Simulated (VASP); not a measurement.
The input files of a VASP run:

**POSCAR**
```
MoSe2
1.0
  1.6720332053  -2.8960469029   0.0000000000
  1.6720332053   2.8960469029   0.0000000000
  0.0000000000   0.0000000000  15.2535633976
Mo Se
2 4
Cartesian
  1.6720332053   0.9653508983   3.8133908494
  1.6720332053  -0.9653508983  11.4401725482
  1.6720332053   0.9653508983  13.1121444447
  1.6720332053  -0.9653508983   5.4853627459
  1.6720332053  -0.9653508983   2.1414189529
  1.6720332053   0.9653508983   9.7682006517
```

INCAR:
```
ALGO = Normal
EDIFF = 1E-6
EDIFFG = -0.02
ENCUT = 520
GGA = RE
IBRION = 2
ISIF = 3
ISMEAR = 0
LASPH = .TRUE.
LCHARG = .FALSE.
LMAXMIX = 4
LREAL = .FALSE.
LWAVE = .FALSE.
NELM = 100
NSW = 60
PREC = Accurate
SIGMA = 0.05
SYSTEM = MoSe2
```

KPOINTS:
```
Automatic mesh
0
Gamma
7 7 2
0 0 0
```

POTCAR, in this order: Mo_sv Se (PBE.64 set). Program: vasp_std.

**Question.** Write an equivalent input for Ansatz.

**Answer.** One equivalent input (not run):
Ansatz 0.2 input:
```yaml
crystal:
  lattice:
    - [1.6720332, -2.8960469, 0.0000000]
    - [1.6720332, 2.8960469, 0.0000000]
    - [0.0000000, 0.0000000, 15.2535634]
  atoms:
    - { symbol: Mo, position: [0.3333330, 0.6666670, 0.2500000] }
    - { symbol: Mo, position: [0.6666670, 0.3333330, 0.7500000] }
    - { symbol: Se, position: [0.3333330, 0.6666670, 0.8596119] }
    - { symbol: Se, position: [0.6666670, 0.3333330, 0.3596119] }
    - { symbol: Se, position: [0.6666670, 0.3333330, 0.1403881] }
    - { symbol: Se, position: [0.3333330, 0.6666670, 0.6403881] }
kpoints:
  mp_grid: { grid: [7, 7, 2] }
hamiltonian:
  xc: revpbe
  pseudopotentials: { kind: paw }
scf:
  occupations: { method: gaussian, width: 0.05 }
  max_iter: 100
relax:
  max_steps: 60
  f_tol: 0.02
  cell: {}
output: { forces: true, stress: true, eigenvalues: true }
```
The two are equivalent in intent, not identical: each code has its own PAW files, so the cut-off isn't converted (ENCUT is set for VASP's; basis.ecutwfc is left out, and Ansatz then takes the one that its files recommend); Ansatz stops its SCF on the density residual and VASP on the energy change (EDIFF).

The compound is MoSe2 in the 2H layered structure. This run relaxes it. Symmetry was kept, so distortions that lower it aren't found. The start is the result of an earlier pass.
